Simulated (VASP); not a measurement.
The input files of a VASP run:

File POSCAR:
```
Fe
1
   -1.4350000000     1.4350000000     1.4350000000
    1.4350000000    -1.4350000000     1.4350000000
    1.4350000000     1.4350000000    -1.4350000000
Fe
1
Direct
  0.0174216028   0.0418118467   0.0592334495
```

### INCAR
```
SYSTEM = Fe
PREC = Accurate
ENCUT = 400
EDIFF = 1E-6
NELM = 100
ALGO = Normal
LREAL = .FALSE.
LASPH = .TRUE.
ISMEAR = 1
SIGMA = 0.1
GGA = PE
LMAXMIX = 4
ISPIN = 2
MAGMOM = 2.5
LORBIT = 10
LWAVE = .FALSE.
LCHARG = .FALSE.
ISIF = 3
IBRION = 3
NSW = 40
EDIFFG = -0.01
POTIM = 3.0
```

**KPOINTS**
```
Automatic mesh
0
Gamma
13 13 13
0 0 0
```

POTCAR, in this order: Fe (PBE.64 set). Program: vasp_std.

The run wrote:

File standard output:
```
...
   1 F= -.82262753E+01 E0= -.82262164E+01  d E =-.822628E+01  mag=     2.2181
quench:  g(F)=  0.456E-45 g(S)=  0.309E+00 dE (1.order)=-0.617E+00
 bond charge predicted
       N       E                     dE             d eps       ncg     rms          rms(c)
DAV:   1    -0.333230219174E+02   -0.25097E+02   -0.84753E+02  3673   0.361E+02    0.239E+02
DAV:   2     0.997388054605E+01    0.43297E+02   -0.49850E+01  3195   0.165E+02    0.577E+01
DAV:   3     0.205161487593E+02    0.10542E+02   -0.18891E+01  3665   0.838E+01    0.384E+01
DAV:   4     0.204318633614E+02   -0.84285E-01   -0.87549E-01  3829   0.109E+01    0.171E+01
DAV:   5     0.205116948911E+02    0.79832E-01   -0.85748E-01  4022   0.831E+00    0.407E+00
DAV:   6     0.204467048024E+02   -0.64990E-01   -0.11676E-01  4354   0.335E+00    0.998E-01
DAV:   7     0.204335494077E+02   -0.13155E-01   -0.52996E-03  3497   0.113E+00    0.761E-01
DAV:   8     0.204313329733E+02   -0.22164E-02   -0.91479E-04  3433   0.434E-01    0.182E-01
DAV:   9     0.204313831483E+02    0.50175E-04   -0.54203E-05  3987   0.117E-01    0.661E-02
DAV:  10     0.204313741083E+02   -0.90400E-05   -0.54133E-06  3621   0.387E-02    0.213E-02
DAV:  11     0.204313724571E+02   -0.16512E-05   -0.71008E-07  2784   0.156E-02    0.637E-03
DAV:  12     0.204313719644E+02   -0.49268E-06   -0.36116E-07  1688   0.107E-02
   2 F= 0.20431372E+02 E0= 0.20431635E+02  d E =0.286576E+02  mag=     0.0001
quench:  g(F)=  0.871E-47 g(S)=  0.319E+04 dE (1.order)=-0.631E+04
 bond charge predicted
       N       E                     dE             d eps       ncg     rms          rms(c)
DAV:   1     0.419901317784E+03    0.39947E+03   -0.83023E+02  4176   0.768E+00BRMIX: very serious problems
 the old and the new charge density differ
 old charge density:     8.00000 new    8.00319
    0.100E+02
DAV:   2     0.452787334235E+03    0.32886E+02   -0.61746E+00  3224   0.601E+00    0.600E+01
DAV:   3     0.478056864831E+03    0.25270E+02   -0.64117E-02  3699   0.743E-01    0.629E-01
DAV:   4     0.480125903504E+03    0.20690E+01   -0.15880E-02  3306   0.348E-01    0.528E-01
DAV:   5     0.485067025350E+03    0.49411E+01   -0.46014E-01  3096   0.163E+00    0.317E-02
DAV:   6     0.485067258159E+03    0.23281E-03   -0.11064E-04  3764   0.238E-02    0.117E-02
DAV:   7     0.485067322031E+03    0.63872E-04   -0.58130E-06  3748   0.578E-03    0.104E-02
DAV:   8     0.485067207060E+03   -0.11497E-03   -0.10365E-04  3860   0.239E-02    0.405E-04
DAV:   9     0.485067204635E+03   -0.24250E-05   -0.41916E-08  3312   0.444E-04    0.332E-04
DAV:  10     0.485067189059E+03   -0.15576E-04   -0.78450E-07  3518   0.191E-03    0.390E-05
DAV:  11     0.485067188858E+03   -0.20141E-06   -0.46742E-09  1515   0.146E-04
   3 F= 0.48506719E+03 E0= 0.48506520E+03  d E =0.464636E+03  mag=    -0.0000
quench:  g(F)=  0.111E-33 g(S)=  0.960E+03 dE (1.order)=-0.960E+03
 bond charge predicted

 -----------------------------------------------------------------------------
|                                                                             |
|     EEEEEEE  RRRRRR   RRRRRR   OOOOOOO  RRRRRR      ###     ###     ###     |
|     E        R     R  R     R  O     O  R     R     ###     ###     ###     |
|     E        R     R  R     R  O     O  R     R     ###     ###     ###     |
|     EEEEE    RRRRRR   RRRRRR   O     O  RRRRRR       #       #       #      |
|     E        R   R    R   R    O     O  R   R                               |
|     E        R    R   R    R   O     O  R    R      ###     ###     ###     |
|     EEEEEEE  R     R  R     R  OOOOOOO  R     R     ###     ###     ###     |
|                                                                             |
|     Orbital orthonormalization failed in the inversion of matrix            |
|     LAPACK: Routine ZPOTRF failed! kpoint: 1 spin: 1                        |
|                                                                             |
|     Possible solutions for this issue are:                                  |
|     - Please check whether the atoms are too close to each other.           |
|     - Decreasing POTIM might help during relaxations or MDs.                |
|     - Deleting CHGCAR or WAVECAR if incompatible with the structure.        |
|     - Try calculating without symmetrizing (ISYM = 0 or ISYM = -1).         |
|                                                                             |
|       ---->  I REFUSE TO CONTINUE WITH THIS SICK JOB ... BYE!!! <----       |
|                                                                             |
 -----------------------------------------------------------------------------
```

### Question
Read the log: what went wrong, and how is it fixed?

### Answer
The cause: POTIM is too large for the ionic optimiser. VASP stops with an error: Orbital orthonormalization failed in the inversion of matrix LAPACK: Routine ZPOTRF failed! kpoint: 1 spin: 1 Possible solutions for this issue are: - Please check whether the atoms are too close to each other. - Decreasing POTIM might help during relaxations or MDs. - Deleting CHGCAR or WAVECAR if incompatible with the structure. - Try calculating without symmetrizing (ISYM = 0 or ISYM = -1). ----> I REFUSE TO CONTINUE WITH THIS SICK JOB ... BYE!!! <---- To mend it, set IBRION = 2, remove POTIM.

The mended run (PBE GGA, plane waves, VASP's PBE PAW potentials (set 64)) converges, and its OSZICAR ends with
```
   3 F= -.82416891E+01 E0= -.82415211E+01  d E =-.154138E-01  mag=     2.1226
```

The compound is Fe in the bcc structure.
